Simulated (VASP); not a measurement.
Output of a VASP run:

File OSZICAR:
```
       N       E                     dE             d eps       ncg     rms          rms(c)
DAV:   1     0.127613187416E+03    0.12761E+03   -0.96936E+03   572   0.162E+03
DAV:   2     0.815008939083E+01   -0.11946E+03   -0.11676E+03   596   0.368E+02
DAV:   3    -0.240040878340E+01   -0.10550E+02   -0.10411E+02   734   0.982E+01
DAV:   4    -0.268094612279E+01   -0.28054E+00   -0.28046E+00   596   0.177E+01
DAV:   5    -0.269309778544E+01   -0.12152E-01   -0.12152E-01   830   0.354E+00    0.401E+00
DAV:   6    -0.262356007795E+01    0.69538E-01   -0.19211E-01   668   0.313E+00    0.255E+00
DAV:   7    -0.262614620426E+01   -0.25861E-02   -0.55576E-02   674   0.128E+00    0.888E-01
DAV:   8    -0.262724161451E+01   -0.10954E-02   -0.65948E-03   602   0.760E-01    0.155E-01
DAV:   9    -0.262737913646E+01   -0.13752E-03   -0.65444E-04   704   0.247E-01    0.358E-02
DAV:  10    -0.262739863978E+01   -0.19503E-04   -0.77183E-05   584   0.715E-02    0.267E-02
DAV:  11    -0.262740813948E+01   -0.94997E-05   -0.29973E-05   590   0.435E-02    0.186E-02
DAV:  12    -0.262740826128E+01   -0.12180E-06   -0.15607E-06   734   0.889E-03    0.910E-03
DAV:  13    -0.262740798004E+01    0.28124E-06   -0.20314E-07   556   0.270E-03    0.311E-03
DAV:  14    -0.262740794492E+01    0.35116E-07   -0.19802E-07   396   0.516E-03
   1 F= -.26274079E+01 E0= -.26274079E+01  d E =-.469816E-19
```

File OUTCAR:
```
------------------------ aborting loop because EDIFF is reached ----------------------------------------
  FORCE on cell =-STRESS in cart. coord.  units (eV):
  Direction    XX          YY          ZZ          XY          YZ          ZX
  --------------------------------------------------------------------------------------
  Total       -0.5015326     -0.5015326     -0.5015326      0.0000000      0.0000000      0.0000000
  in kB      -12.1506516    -12.1506516    -12.1506516      0.0000000      0.0000000      0.0000000
  external PRESSURE =     -12.1506516 kB  Pullay stress =       0.0000000 kB
  volume of cell :       66.13
      direct lattice vectors                 reciprocal lattice vectors
     0.000000000  3.209667621  3.209667621    -0.155779370  0.155779370  0.155779370
     3.209667621  0.000000000  3.209667621     0.155779370 -0.155779370  0.155779370
     3.209667621  3.209667621  0.000000000     0.155779370  0.155779370 -0.155779370
 POSITION                                       TOTAL-FORCE (eV/Angst)
 -----------------------------------------------------------------------------------
      0.00000      0.00000      0.00000         0.000000      0.000000      0.000000
      3.20967      3.20967      3.20967        -0.000000     -0.000000      0.000000
 -----------------------------------------------------------------------------------
    total drift:                               -0.000000      0.000000      0.000000
  FREE ENERGIE OF THE ION-ELECTRON SYSTEM (eV)
  ---------------------------------------------------
  free  energy   TOTEN  =        -2.6274079449 eV

  energy  without entropy=       -2.6274079449  energy(sigma->0) =       -2.62740794
```
(Selected blocks of OUTCAR.)

### POSCAR
```
SnTe
1
    0.0000000000     3.2096676211     3.2096676211
    3.2096676211     0.0000000000     3.2096676211
    3.2096676211     3.2096676211     0.0000000000
Sn Te
1 1
Direct
  0.0000000000   0.0000000000   0.0000000000
  0.5000000000   0.5000000000   0.5000000000
```

### Question
Reconstruct the remaining input files.

### Answer
One answer among several that fit: the input of the run itself, optB86b-vdW, plane waves, VASP's PBE PAW potentials (set 64).

### INCAR
```
! general
SYSTEM    =  SnTe
PREC      =  Accurate
ENCUT     =  520
LREAL     =  F
LASPH     =  T

! electronic loop
EDIFF     =  1E-7
NELM      =  100
ALGO      =  Normal
LMAXMIX   =  4

! smearing
ISMEAR    =  0
SIGMA     =  0.05

! functional
GGA       =  MK
LUSE_VDW  =  T
AGGAC     =  0.0
PARAM1    =  0.1234
PARAM2    =  1.0

! ions
ISIF      =  2

! output
LWAVE     =  F
LCHARG    =  F
```

### KPOINTS
```
Automatic mesh
0
Gamma
7 7 7
0 0 0
```

POTCAR, in this order: Sn_d Te (PBE.64 set). Program: vasp_std.

The compound is SnTe in the rock salt structure, which distorts at low temperature. This cell is one point of a volume scan, at 1.03 of the reference volume.
